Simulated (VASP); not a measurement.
The system is Be3CdTe4.

```
Be Cd Te
1.0
     4.13272   -0.02568   -0.02556
    -0.02568    4.08544    0.05419
    -0.07472    0.15840   12.18698
Be Cd Te
3 1 4
Direct
  0.97270 0.99358 0.51471
  0.48592 0.50503 0.72943
  0.50065 0.52408 0.27739
  0.98204 0.00276 0.98961
  0.01436 0.47951 0.61546
  0.49198 0.97462 0.37915
  0.53370 0.01657 0.83707
  0.99570 0.48328 0.15054
```

The cell was built by a generator and needn't be a form met in nature.

| Quantity | Value |
| --- | --- |
| Program | VASP 6.6.1 |
| Task | relaxation of cell and atoms |
| Functional | PBE |
| Potentials or basis | VASP PAW PBE potentials, release 64 (Be, Cd, Te) |
| Cutoff | 520 eV |
| k mesh | 4 × 4 × 2 |
| Occupations | gaussian, width 0.05 eV |
| Spin | no spin polarisation |

At the start: pressure 1.3 GPa; volume 25.71 Å³/atom.

Where does the relaxation end?

Over 19 steps the energy falls by 87.7 meV/atom and the volume is 25.79 Å³/atom (+0.3 %); space group P-4m2 (No. 115, to 0.05 Å).

Step by step:
```
step  energy change (eV)  largest force (eV/Å)  pressure (GPa)  volume (Å³)
   1              0.0000                2.1562            1.30       205.71
   2             -0.5264                0.7114           -1.15       211.91
   3             -0.5506                0.5309           -1.60       213.86
   4             -0.6449                0.3216           -0.01       206.27
   5             -0.6478                0.2923            0.52       204.42
   6             -0.6767                0.2123            0.31       205.30
   7             -0.6850                0.2241            0.09       206.20
   8             -0.6852                0.2045            0.11       206.09
   9             -0.6932                0.0899           -0.09       207.03
  10             -0.6938                0.1046           -0.22       207.46
  11             -0.6974                0.0774           -0.02       206.43
  12             -0.6981                0.0723            0.20       205.54
  13             -0.7001                0.0470            0.05       206.32
  14             -0.7001                0.0472            0.03       206.33
  15             -0.7008                0.0373           -0.07       206.75
  16             -0.7008                0.0412           -0.07       206.80
  17             -0.7011                0.0421            0.04       206.36
  18             -0.7011                0.0412            0.03       206.38
  19             -0.7014                0.0179            0.02       206.33
```

Final structure:
```
Be Cd Te
1.0
     4.14773   -0.00340   -0.00125
    -0.00150    4.14927   -0.00222
    -0.00034   -0.00031   11.98914
Be Cd Te
3 1 4
Direct
  0.99535 0.99660 0.49899
  0.49739 0.49930 0.72870
  0.49550 0.49583 0.26955
  0.00036 0.99767 0.99945
  0.99707 0.49758 0.61344
  0.49549 0.99631 0.38453
  0.49949 0.99902 0.84074
  0.99640 0.49713 0.15794
```
